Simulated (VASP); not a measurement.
Output of a VASP run:

### OUTCAR
```
 ion  position               nearest neighbor table
   1  0.667  0.333  0.500-   4 2.60   4 2.60   4 2.60   3 2.61
   2  0.333  0.667  1.000-   3 2.60   3 2.60   3 2.60   4 2.61
   3  0.667  0.333  0.876-   2 2.60   2 2.60   2 2.60   1 2.61
   4  0.333  0.667  0.376-   1 2.60   1 2.60   1 2.60   2 2.61
  LATTYP: Found a hexagonal cell.
 ALAT       =     4.2548220000
 C/A-ratio  =     1.6313145415
 Subroutine PRICEL returns:
 Original cell was already a primitive cell.
 Subroutine GETGRP returns: Found 12 space group operations
The static configuration has the point symmetry C_3v.
 The point group associated with its full space group is C_6v.
The dynamic configuration has the point symmetry C_3v.
 Subroutine INISYM returns: Found 12 space group operations
 Subroutine IBZKPT returns following result:
 Found     48 irreducible k-points:

 Following reciprocal coordinates:
            Coordinates               Weight
  0.071429  0.071429  0.100000     12.000000
  0.214286  0.071429  0.100000     24.000000
  0.357143  0.071429  0.100000     24.000000
  0.500000  0.071429  0.100000     24.000000
 -0.357143  0.071429  0.100000     24.000000
 -0.214286  0.071429  0.100000     24.000000
 -0.071429  0.071429  0.100000     12.000000
  0.214286  0.214286  0.100000     12.000000
  0.357143  0.214286  0.100000     24.000000
  0.500000  0.214286  0.100000     24.000000
 -0.357143  0.214286  0.100000     24.000000
 -0.214286  0.214286  0.100000     12.000000
  0.357143  0.357143  0.100000     12.000000
  0.500000  0.357143  0.100000     24.000000
 -0.357143  0.357143  0.100000     12.000000
  0.500000  0.500000  0.100000      6.000000
  0.071429  0.071429  0.300000     12.000000
  0.214286  0.071429  0.300000     24.000000
  0.357143  0.071429  0.300000     24.000000
  0.500000  0.071429  0.300000     24.000000
 -0.357143  0.071429  0.300000     24.000000
 -0.214286  0.071429  0.300000     24.000000
 -0.071429  0.071429  0.300000     12.000000
  0.214286  0.214286  0.300000     12.000000
  0.357143  0.214286  0.300000     24.000000
  0.500000  0.214286  0.300000     24.000000
 -0.357143  0.214286  0.300000     24.000000
 -0.214286  0.214286  0.300000     12.000000
  0.357143  0.357143  0.300000     12.000000
  0.500000  0.357143  0.300000     24.000000
 -0.357143  0.357143  0.300000     12.000000
  0.500000  0.500000  0.300000      6.000000
  0.071429  0.071429  0.500000      6.000000
  0.214286  0.071429  0.500000     12.000000
  0.357143  0.071429  0.500000     12.000000
  0.500000  0.071429  0.500000     12.000000
 -0.357143  0.071429  0.500000     12.000000
 -0.214286  0.071429  0.500000     12.000000
 -0.071429  0.071429  0.500000      6.000000
  0.214286  0.214286  0.500000      6.000000
   k-points           NKPTS =     48   k-points in BZ     NKDIM =     48   number of bands    NBANDS=     22
   number of dos      NEDOS =    301   number of ions     NIONS =      4
   total plane-waves  NPLWV =  37632
   dimension x,y,z NGX =    28 NGY =   28 NGZ =   48
   dimension x,y,z NGXF=    56 NGYF=   56 NGZF=   96
   ions per type =               2   2
   PREC   = accura    normal or accurate (medium, high low for compatibility)
   ISTART =      0    job   : 0-new  1-cont  2-samecut
   ICHARG =      2    charge: 1-file 2-atom 10-const
   ISPIN  =      1    spin polarized calculation?
   LNONCOLLINEAR =      F non collinear calculations
   LSORBIT =      F    spin-orbit coupling
   INIWAV =      1    electr: 0-lowe 1-rand  2-diag
   ENCUT  =  420.0 eV  30.87 Ry    5.56 a.u.   7.11  7.11 11.60*2*pi/ulx,y,z
   NELM   =    100;   NELMIN=  2; NELMDL= -5     # of ELM steps
   EDIFF  = 0.1E-08   stopping-criterion for ELM
   LREAL  =      F    real-space projection
   NLSPLINE    = F    spline interpolate recip. space projectors
   LMAXMIX     =    4 max onsite mixed and CHGCAR
   VOSKOWN=      0    Vosko Wilk Nusair interpolation
...
```

### OSZICAR
```
...
DAV:   1    -0.113655464593E+02   -0.41459E+00   -0.86151E+00  2232   0.307E+01    0.440E+00
DAV:   2    -0.110090856665E+02    0.35646E+00   -0.10329E+00  2142   0.127E+01    0.136E+00
DAV:   3    -0.109745306955E+02    0.34555E-01   -0.11573E-01  2238   0.275E+00    0.122E+00
DAV:   4    -0.109708306064E+02    0.37001E-02   -0.77317E-03  2166   0.733E-01    0.196E-01
DAV:   5    -0.109702376073E+02    0.59300E-03   -0.30775E-03  2580   0.641E-01    0.119E-01
DAV:   6    -0.109702882664E+02   -0.50659E-04   -0.31616E-04  2226   0.151E-01    0.301E-02
DAV:   7    -0.109702872661E+02    0.10003E-05   -0.52686E-06  2544   0.216E-02    0.186E-02
DAV:   8    -0.109702878239E+02   -0.55777E-06   -0.49796E-06  2202   0.104E-02    0.294E-03
DAV:   9    -0.109702880634E+02   -0.23953E-06   -0.29501E-07  2538   0.365E-03    0.154E-03
DAV:  10    -0.109702881926E+02   -0.12920E-06   -0.15395E-07  2160   0.222E-03    0.315E-04
DAV:  11    -0.109702882049E+02   -0.12329E-07   -0.62083E-09  2244   0.500E-04    0.299E-04
DAV:  12    -0.109702882108E+02   -0.58581E-08   -0.21951E-09  1842   0.348E-04    0.433E-05
DAV:  13    -0.109702882130E+02   -0.22492E-08   -0.15924E-10  1296   0.103E-04    0.470E-05
DAV:  14    -0.109702882123E+02    0.69622E-09   -0.43673E-11  1086   0.435E-05
   3 F= -.10970288E+02 E0= -.10970288E+02  d E =-.141874E+00
       N       E                     dE             d eps       ncg     rms          rms(c)
DAV:   1    -0.109712224204E+02   -0.93421E-03   -0.21464E-02  2226   0.157E+00    0.233E-01
DAV:   2    -0.109703689746E+02    0.85345E-03   -0.23541E-03  2142   0.608E-01    0.753E-02
DAV:   3    -0.109702763489E+02    0.92626E-04   -0.26167E-04  2328   0.137E-01    0.679E-02
DAV:   4    -0.109702570377E+02    0.19311E-04   -0.19997E-05  2160   0.298E-02    0.112E-02
DAV:   5    -0.109702540588E+02    0.29789E-05   -0.77137E-06  2598   0.316E-02    0.407E-03
DAV:   6    -0.109702537843E+02    0.27446E-06   -0.78382E-07  2202   0.807E-03    0.128E-03
DAV:   7    -0.109702538283E+02   -0.43922E-07   -0.20664E-08  2430   0.987E-04    0.401E-04
DAV:   8    -0.109702538384E+02   -0.10135E-07   -0.64359E-09  2268   0.509E-04    0.105E-04
DAV:   9    -0.109702538410E+02   -0.25721E-08   -0.85294E-10  1728   0.196E-04    0.105E-04
DAV:  10    -0.109702538358E+02    0.51500E-08   -0.23676E-10  1272   0.160E-04    0.360E-05
DAV:  11    -0.109702538375E+02   -0.17153E-08   -0.23621E-11  1074   0.307E-05    0.302E-05
DAV:  12    -0.109702538374E+02    0.17417E-09   -0.54643E-12  1056   0.137E-05
   4 F= -.10970254E+02 E0= -.10970254E+02  d E =-.141840E+00
       N       E                     dE             d eps       ncg     rms          rms(c)
DAV:   1    -0.109712168875E+02   -0.96305E-03   -0.20949E-02  2226   0.153E+00    0.227E-01
DAV:   2    -0.109703849345E+02    0.83195E-03   -0.22755E-03  2172   0.597E-01    0.736E-02
DAV:   3    -0.109702987557E+02    0.86179E-04   -0.25112E-04  2334   0.133E-01    0.657E-02
DAV:   4    -0.109702915769E+02    0.71788E-05   -0.20847E-05  2202   0.315E-02    0.105E-02
DAV:   5    -0.109702914025E+02    0.17441E-06   -0.74467E-06  2532   0.313E-02    0.430E-03
DAV:   6    -0.109702918497E+02   -0.44714E-06   -0.81496E-07  2256   0.840E-03    0.138E-03
DAV:   7    -0.109702917977E+02    0.51919E-07   -0.27172E-08  2448   0.112E-03    0.354E-04
DAV:   8    -0.109702918076E+02   -0.98621E-08   -0.49501E-09  2090   0.520E-04    0.931E-05
DAV:   9    -0.109702918082E+02   -0.64483E-09   -0.82017E-10  1766   0.168E-04
   5 F= -.10970292E+02 E0= -.10970292E+02  d E =-.379709E-04
```

OUTCAR:
```
------------------------ aborting loop because EDIFF is reached ----------------------------------------
  FORCE on cell =-STRESS in cart. coord.  units (eV):
  Direction    XX          YY          ZZ          XY          YZ          ZX
  --------------------------------------------------------------------------------------
  Total        0.0065571      0.0065571      0.0147818      0.0000000      0.0000000     -0.0000000
  in kB        0.0885398      0.0885398      0.1995963      0.0000000      0.0000000     -0.0000000
  external PRESSURE =       0.1255587 kB  Pullay stress =       0.0000000 kB
  volume of cell :      118.65
      direct lattice vectors                 reciprocal lattice vectors
     4.378686089 -0.000000000 -0.000000000     0.228379011  0.131854681 -0.000000000
    -2.189343044  3.792053453 -0.000000000    -0.000000000  0.263709363 -0.000000000
     0.000000000  0.000000000  7.146050564     0.000000000  0.000000000  0.139937437
  FREE ENERGIE OF THE ION-ELECTRON SYSTEM (eV)
  ---------------------------------------------------
  free  energy   TOTEN  =       -10.9702918082 eV

  energy  without entropy=      -10.9702918082  energy(sigma->0) =      -10.97029181

 reached required accuracy - stopping structural energy minimisation
```
(Selected blocks of OUTCAR.)

File POSCAR:
```
CdSe
1
    4.2548220000     0.0000000000     0.0000000000
   -2.1274110000     3.6847840000     0.0000000000
    0.0000000000     0.0000000000     6.9409530000
Cd Se
2 2
Direct
  0.6666670000   0.3333330000   0.4999500000
  0.3333330000   0.6666670000   0.9999500000
  0.6666670000   0.3333330000   0.8759100000
  0.3333330000   0.6666670000   0.3759100000
```

Problem. Reconstruct the remaining input files.

Solution. One answer among several that fit: the input of the run itself, PBE GGA, plane waves, VASP's PBE PAW potentials (set 64).

### INCAR
```
ALGO  =  Normal
EDIFF  =  1E-09
EDIFFG  =  -0.005
ENCUT  =  420
GGA  =  PE
IBRION  =  2
ISIF  =  3
ISMEAR  =  0
LASPH  =  .TRUE.
LCHARG  =  .FALSE.
LMAXMIX  =  4
LREAL  =  .FALSE.
LWAVE  =  .FALSE.
NELM  =  100
NSW  =  50
PREC  =  Accurate
SIGMA  =  0.01
SYSTEM  =  CdSe
```

KPOINTS:
```
Automatic mesh
0
gamma
 7 7 5
0.5 0.5 0.5
```

POTCAR, in this order: Cd Se (PBE.64 set). Program: vasp_std.

Energy and stress use the plane-wave basis of the starting cell.

The structure comes from a computed database's CdSe entry; how it stands against other phases isn't given here. This run relaxes it. Symmetry was kept, so distortions that lower it aren't found. The run is one of a series of settings (EDIFF = 1E-09, EDIFFG = -0.005, ENCUT = 420, IBRION = 2, ISIF = 3, NSW = 50, KPOINTS 7×7×5 Γ-centred mesh shifted by (0.5, 0.5, 0.5) against the base run), some of them coarse on purpose.
